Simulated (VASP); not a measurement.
```
CELL_PARAMETERS angstrom
      1.77914    -3.18525     0.00000
      1.77914     3.18525     0.00000
      0.00000     0.00000     5.65240
ATOMIC_POSITIONS crystal
  Gd 0.33333 0.66667 0.25000
  Gd 0.67868 0.34535 0.75000
```

Computed with PBE GGA, VASP's PBE PAW potentials (set 64) (plane waves; VASP). Run with 300 eV cut-off, 11×11×6 Γ-centred mesh, first-order Methfessel-Paxton smearing of 0.10 eV, potentials Gd_3.

The 4f electrons are frozen in the core of the lanthanide potential, so 4f levels, which can set the real gap, and their magnetism are missing. At this cut-off the stress carries a Pulay error, which pulls relaxed volumes low.

### Question
Predict the energy per atom (σ→0), pressure, largest force, band gap (on the k-mesh) with the smallest direct gap where there is one.

### Answer

```
Quantity                                                     Value
------------------------  ----------------------------------------
band gap (on the k-mesh)  none (metal, semimetal or under 0.01 eV)
energy per atom (σ→0)                               -4575 meV/atom
pressure                                                  1.16 GPa
largest force                                           0.056 eV/Å
```

The compound is Gd in the hcp structure. The cell was not relaxed at this level, atoms are displaced from their ideal sites. The run is one of a series of settings (ENCUT = 300 against the base run), some of them coarse on purpose.
